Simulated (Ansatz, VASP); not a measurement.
B2AsN in VASP and in Ansatz

File POSCAR:

```
B2AsN
1.0
    2.9886495489      0.0000000000      0.0000000000
    0.0000000000      2.9886495489      0.0000000000
    0.0000000000      0.0000000000      4.2744726806
N B As
1 2 1
Direct
    0.0000000000      0.0000000000      0.0000000000
    0.0000000000      0.5000000000      0.8013540275
    0.5000000000      0.0000000000      0.1986459725
    0.5000000000      0.5000000000      0.5000000000
```

File INCAR.step1:

```
SYSTEM = B2AsN
PREC     = Accurate       ! precision mode
ENCUT    = 520            ! plane-wave cutoff, eV
EDIFF    = 1E-5           ! SCF threshold, eV
ISMEAR   = -1             ! smearing method
SIGMA    = 0.02           ! smearing width, eV
LREAL    = .False.        ! projectors in reciprocal space
LASPH    = .True.         ! aspherical terms in the spheres
NELM     = 100            ! most SCF steps
ALGO     = Normal         ! electronic algorithm
ISIF     = 2              ! what is computed and relaxed
LWAVE    = .True.         ! write WAVECAR
GGA      = PE             ! functional
NBANDS   = 16             ! bands
```

The input INCAR.step2:

```
SYSTEM = B2AsN
PREC     = Accurate       ! precision mode
ENCUT    = 520            ! plane-wave cutoff, eV
EDIFF    = 1E-6           ! SCF threshold, eV
ISMEAR   = -1             ! smearing method
SIGMA    = 0.02           ! smearing width, eV
LREAL    = .False.        ! projectors in reciprocal space
LASPH    = .True.         ! aspherical terms in the spheres
NELM     = 100            ! most SCF steps
ALGO     = Normal         ! electronic algorithm
ISIF     = 2              ! what is computed and relaxed
LWAVE    = .False.        ! write WAVECAR
LCHARG   = .True.         ! write CHGCAR
GGA      = PE             ! functional
LHFCALC  = .True.         ! exact exchange
HFSCREEN = 0.2079         ! screening, 1/A
PRECFOCK = Normal       
LELF     = .True.         ! ELF
LVHAR    = .True.       
ISTART   = 1            
NBANDS   = 16             ! bands
```

The input KPOINTS:

```
regular mesh
0
Gamma
  4 4 4
  0 0 0
```

Input for Ansatz:

```yaml
crystal:
  lattice:
    - [2.9886495489, 0.0, 0.0]
    - [0.0, 2.9886495489, 0.0]
    - [0.0, 0.0, 4.2744726806]
  atoms:
    - { symbol: "N", position: [0.0, 0.0, 0.0] }
    - { symbol: B, position: [0.0, 0.5, 0.8013540275] }
    - { symbol: As, position: [0.5, 0.5, 0.5] }
    - { symbol: B, position: [0.5, 0.0, 0.1986459725] }
kpoints:
  mp_grid: { grid: [4, 4, 4] }
hamiltonian:
  xc: hse06
scf:
  occupations: { method: fermi_dirac, width: 0.02 }
  n_extra_bands: 5
output:
  forces: true
  stress: true
  eigenvalues: true
  write_density: true
  write_potential: true
  elf: true
  volumetric_format: npy
```

The cell was built by a generator and needn't be a form met in nature.

Alike in both runs: task single point; functional HSE06; k mesh 4 × 4 × 4; occupations fermi-dirac, width 0.02 eV; no spin polarisation.

```csv
,VASP,Ansatz
version,VASP 6.6.1,Ansatz 0.2.0
potentials or method,"VASP PAW PBE potentials, release 64 (N, B, As)","plane waves, PAW"
plane-wave cutoff (eV),520,420
valence electrons in the cell,16,26
```

```tsv
	VASP	Ansatz	Ansatz less VASP
gap on the k mesh at the Fermi level (eV)	0.82	0.81	-0.005
pressure (GPa)	-1.6	-1.7	-0.14
largest component of the traceless stress (GPa)	0.84	0.92	+0.077
rms of the force components (eV/Å)	0.079	0.069	-0.0107
```

With one functional, cell and mesh, what is left measures potentials, basis and numerics. The two sets of potentials don't hold the same shells in valence. Ansatz warned: «stress_exchange_threshold_loose».

Caveats: the k mesh is coarse (spacing up to 0.53 Å⁻¹), so the values aren't converged, least of all with exact exchange; the PAW data sets were made with another functional, which shifts forces and pressure a little (VASP).
